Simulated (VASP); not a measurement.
These are PBE GGA, VASP's PBE PAW potentials (set 64) (plane waves; VASP) values and carry that method's errors.

VASP ran on this input.

### INCAR
```
# general
SYSTEM =MgO
PREC   =Accurate
ENCUT  =620
LREAL  =.FALSE.   # projection in real space or not
LASPH  =.TRUE.   # aspherical one-centre terms

# electronic loop
EDIFF  =1E-6   # SCF stop (eV)
NELM   =100   # most electronic steps
ALGO   =Normal   # blocked Davidson

# smearing
ISMEAR =0
SIGMA  =0.05

# functional
GGA    =PE   # PBE

# ions
IBRION =2   # conjugate gradients
NSW    =40   # most ionic steps
ISIF   =3   # ions, shape and volume
EDIFFG =-0.02
PSTRESS=200   # kbar

# output
LWAVE  =.FALSE.
LCHARG =.FALSE.
```

**POSCAR**
```
MgO
1
    0.0000000000     2.0814553290     2.0814553290
    2.0814553290     0.0000000000     2.0814553290
    2.0814553290     2.0814553290     0.0000000000
Mg O
1 1
Direct
  0.0000000000   0.0000000000   0.0000000000
  0.5000000000   0.5000000000   0.5000000000
```

### KPOINTS
```
Automatic mesh
0
Gamma
11 11 11
0 0 0
```

POTCAR, in this order: Mg O (PBE.64 set). Program: vasp_std.

Energy and stress use the plane-wave basis of the starting cell.

Question: Predict the energy per atom (σ→0), volume per atom, band gap (on the k-mesh).

Answer: 
The energy per atom (σ→0) is -5.902 eV/atom and the band gap (on the k-mesh) comes out as 5.57 eV. The volume per atom comes out as 8.60 Å^3/atom.

File OSZICAR:
```
...
       N       E                     dE             d eps       ncg     rms          rms(c)
DAV:   1    -0.118684228828E+02   -0.15541E+00   -0.14295E+00   896   0.124E+01    0.190E+00
DAV:   2    -0.118050169773E+02    0.63406E-01   -0.40905E-01   896   0.490E+00    0.195E-01
DAV:   3    -0.118045860688E+02    0.43091E-03   -0.24013E-03   976   0.668E-01    0.110E-01
DAV:   4    -0.118042865375E+02    0.29953E-03   -0.29884E-04   928   0.198E-01    0.210E-02
DAV:   5    -0.118042832596E+02    0.32779E-05   -0.25166E-05  1032   0.395E-02    0.598E-03
DAV:   6    -0.118042827404E+02    0.51927E-06   -0.32022E-07   512   0.598E-03
   3 F= -.96563708E+01 E0= -.96563708E+01  d E =-.269640E-01
```

The compound is MgO in the rock salt structure. This run relaxes it under an external pressure of 20 GPa. Symmetry was kept, so distortions that lower it aren't found.
